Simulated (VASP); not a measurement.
Wanted: the native input for a VASP 6.6.1 run.

```yaml
Task: single point
Functional: r2SCAN
Dispersion: rVV10
Potentials_or_basis: VASP PAW PBE potentials, release 64 (H)
Cutoff: 450 eV
k_mesh: 1 × 1 × 1
Occupations: gaussian, width 0.005 eV
Spin: collinear spin, ferromagnetic start
Starting_moments: "[1.0] μB"
Further_INCAR_settings: ALGO = Normal; EDIFF = 1e-07; NBANDS = 10; ISYM = 0; AMIX = 0.2; BMIX = 0.0001
```

The structure of H lies in POSCAR:

```
H
1.0
   14.0000000000      0.0000000000      0.0000000000
    0.0000000000     14.5000000000      0.0000000000
    0.0000000000      0.0000000000     15.0000000000
H
1
Direct
    0.5000000000      0.5000000000      0.5000000000
```

One way to write it, as run:

INCAR

```
PREC = Accurate ; ENCUT = 450
EDIFF = 1E-7 ; ISMEAR = 0
SIGMA = 0.005 ; LREAL = F
LASPH = T ; NELM = 200
ALGO = Normal ; ISIF = 2
LWAVE = F ; LCHARG = F
ISPIN = 2 ; MAGMOM = 1
LORBIT = 11 ; METAGGA = R2SCAN
LMIXTAU = T ; LUSE_VDW = T
IVDW_NL = 2 ; BPARAM = 11.95
CPARAM = 0.0093 ; NBANDS = 10
AMIX = 0.2 ; BMIX = 1E-4
AMIX_MAG = 0.8 ; BMIX_MAG = 1E-4
ISYM = 0
```

KPOINTS

```
Automatic mesh
0
Gamma
  1 1 1
```

Potentials or basis: VASP PAW PBE potentials, release 64 (H).

Command:

```console
$ cat potpaw_PBE.64/H/POTCAR > POTCAR
$ mpirun -np 2 vasp_gam > vasp.out
```

It gave:

```
Gap between the frontier levels                       : 6.03 eV
Net moment                                            : 1.00 μB per cell
Site moments                                          : H +0.38 μB
Valence electrons inside the program's atomic spheres : H 0.38
```

Run time: 15 min on 2 MPI ranks on Intel(R) Xeon(R) Platinum 8488C (Sapphire Rapids), with other jobs on the host, peak memory 3.4 GiB a rank.
